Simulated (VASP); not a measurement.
These are AM05 GGA, VASP's PBE PAW potentials (set 64) (plane waves; VASP) values and carry that method's errors.

Input for VASP

**KPOINTS**
```
Automatic mesh
0
Gamma
10 10 8
0 0 0
```

INCAR:
```
SYSTEM = HfB2
PREC = Accurate
ENCUT = 520
EDIFF = 1E-6
NELM = 100
ALGO = Normal
LREAL = .FALSE.
LASPH = .TRUE.
ISMEAR = 1
SIGMA = 0.1
GGA = AM
LMAXMIX = 6
LWAVE = .FALSE.
LCHARG = .FALSE.
IBRION = 2
ISIF = 3
NSW = 60
EDIFFG = -0.02
```

**POSCAR**
```
HfB2
1.0
  1.5625779588  -2.7064646443   0.0000000000
  1.5625779588   2.7064646443   0.0000000000
  0.0000000000   0.0000000000   3.4365750810
Hf B
1 2
Cartesian
  0.0000000000   0.0000000000   3.4365750810
  1.5625779588   0.9021566857   1.7182875405
  1.5625779588  -0.9021566857   1.7182875405
```

POTCAR, in this order: Hf_pv B (PBE.64 set). Program: vasp_std.

Output of the run:

**OUTCAR**
```
 ion  position               nearest neighbor table
   1  0.000  0.000  0.000-   2 2.49   3 2.49   2 2.49   3 2.49   3 2.49   3 2.49   2 2.49   2 2.49
                             3 2.49   3 2.49   2 2.49   2 2.49
   2  0.333  0.667  0.500-   3 1.80   3 1.80   3 1.80   1 2.49   1 2.49   1 2.49   1 2.49   1 2.49
                             1 2.49
   3  0.667  0.333  0.500-   2 1.80   2 1.80   2 1.80   1 2.49   1 2.49   1 2.49   1 2.49   1 2.49
                             1 2.49
  LATTYP: Found a hexagonal cell.
 ALAT       =     3.1251561158
 C/A-ratio  =     1.0996490907
 Subroutine PRICEL returns:
 Original cell was already a primitive cell.
 Subroutine GETGRP returns: Found 24 space group operations
The static configuration has the point symmetry D_6h.
The dynamic configuration has the point symmetry D_6h.
 Subroutine INISYM returns: Found 24 space group operations
 Subroutine IBZKPT returns following result:
 Found     70 irreducible k-points:

 Following reciprocal coordinates:
            Coordinates               Weight
  0.000000  0.000000  0.000000      1.000000
  0.100000  0.000000  0.000000      6.000000
  0.200000  0.000000  0.000000      6.000000
  0.300000 -0.000000  0.000000      6.000000
  0.400000 -0.000000  0.000000      6.000000
  0.500000 -0.000000  0.000000      3.000000
  0.100000  0.100000  0.000000      6.000000
  0.200000  0.100000  0.000000     12.000000
  0.300000  0.100000  0.000000     12.000000
  0.400000  0.100000  0.000000     12.000000
  0.200000  0.200000  0.000000      6.000000
  0.300000  0.200000  0.000000     12.000000
  0.400000  0.200000  0.000000      6.000000
  0.300000  0.300000  0.000000      6.000000
  0.000000  0.000000  0.125000      2.000000
  0.100000  0.000000  0.125000     12.000000
  0.200000  0.000000  0.125000     12.000000
  0.300000 -0.000000  0.125000     12.000000
  0.400000 -0.000000  0.125000     12.000000
...
```

**OSZICAR**
```
       N       E                     dE             d eps       ncg     rms          rms(c)
DAV:   1     0.274675766959E+02    0.27468E+02   -0.84189E+03  1680   0.127E+03
DAV:   2    -0.279700919444E+02   -0.55438E+02   -0.52405E+02  2100   0.241E+02
DAV:   3    -0.296782415802E+02   -0.17081E+01   -0.16853E+01  2176   0.324E+01
DAV:   4    -0.296899136220E+02   -0.11672E-01   -0.11647E-01  2044   0.302E+00
DAV:   5    -0.296900206928E+02   -0.10707E-03   -0.10705E-03  2156   0.241E-01    0.563E+01
DAV:   6    -0.276980810604E+02    0.19919E+01   -0.44306E+00  2028   0.140E+01    0.404E+01
DAV:   7    -0.276564525855E+02    0.41628E-01   -0.16546E+00  2076   0.897E+00    0.101E+01
DAV:   8    -0.275785245453E+02    0.77928E-01   -0.51412E-01  1976   0.507E+00    0.165E+00
DAV:   9    -0.275744078922E+02    0.41167E-02   -0.33062E-02  1984   0.144E+00    0.252E-01
DAV:  10    -0.275743172523E+02    0.90640E-04   -0.87277E-04  2056   0.262E-01    0.337E-01
DAV:  11    -0.275743188516E+02   -0.15994E-05   -0.92864E-05  2028   0.768E-02    0.178E-01
DAV:  12    -0.275743153148E+02    0.35368E-05   -0.10189E-05  2048   0.273E-02    0.225E-02
DAV:  13    -0.275743154780E+02   -0.16317E-06   -0.35893E-07  1176   0.620E-03
   1 F= -.27574315E+02 E0= -.27574135E+02  d E =-.275743E+02
       N       E                     dE             d eps       ncg     rms          rms(c)
DAV:   1    -0.275746509794E+02   -0.33566E-03   -0.16052E-02  1792   0.112E+00    0.274E-01
DAV:   2    -0.275745111588E+02    0.13982E-03   -0.25932E-04  2008   0.150E-01    0.985E-02
DAV:   3    -0.275744459806E+02    0.65178E-04   -0.70766E-05  2052   0.711E-02    0.437E-02
DAV:   4    -0.275744414005E+02    0.45801E-05   -0.81635E-06  2176   0.242E-02    0.306E-02
DAV:   5    -0.275744410145E+02    0.38601E-06   -0.58204E-07  1048   0.608E-03
   2 F= -.27574441E+02 E0= -.27574259E+02  d E =-.125537E-03
```

OUTCAR:
```
------------------------ aborting loop because EDIFF is reached ----------------------------------------
  FORCE on cell =-STRESS in cart. coord.  units (eV):
  Direction    XX          YY          ZZ          XY          YZ          ZX
  --------------------------------------------------------------------------------------
  Total       -0.0208297     -0.0208297     -0.0313728      0.0000000      0.0000000      0.0000000
  in kB       -1.1467666     -1.1467668     -1.7272097      0.0000000      0.0000000      0.0000000
  external PRESSURE =      -1.3402477 kB  Pullay stress =       0.0000000 kB
  volume of cell :       29.10
      direct lattice vectors                 reciprocal lattice vectors
     1.561869238 -2.705237103 -0.000000000     0.320129232 -0.184826683  0.000000000
     1.561869238  2.705237103  0.000000000     0.320129232  0.184826683  0.000000000
    -0.000000000  0.000000000  3.443810367    -0.000000000 -0.000000000  0.290376035
 POSITION                                       TOTAL-FORCE (eV/Angst)
 -----------------------------------------------------------------------------------
     -0.00000      0.00000      3.44381        -0.000000      0.000000      0.000000
      1.56187      0.90175      1.72191         0.000000     -0.000000     -0.000000
      1.56187     -0.90175      1.72191        -0.000000     -0.000000      0.000000
 -----------------------------------------------------------------------------------
    total drift:                                0.000000     -0.000000      0.000000
  FREE ENERGIE OF THE ION-ELECTRON SYSTEM (eV)
  ---------------------------------------------------
  free  energy   TOTEN  =       -27.5744410145 eV

  energy  without entropy=      -27.5738948170  energy(sigma->0) =      -27.57425895

 reached required accuracy - stopping structural energy minimisation
```
(Selected blocks of OUTCAR.)

CONTCAR:
```
HfB2
   1.00000000000000
     1.5618692377731955   -2.7052371031617626   -0.0000000000000000
     1.5618692377731955    2.7052371031617626    0.0000000000000000
    -0.0000000000000000    0.0000000000000000    3.4438103672115328
  Hf              B
     1     2
Direct
     0.0000000000000000    0.0000000000000000    1.0000000000000000
     0.3333330000000032    0.6666669999999968    0.5000000000000000
     0.6666669999999968    0.3333330000000032    0.5000000000000000
```

The compound is HfB2 in the AlB2 type structure. This run relaxes it. Symmetry was kept, so distortions that lower it aren't found. The start is the result of an earlier pass.
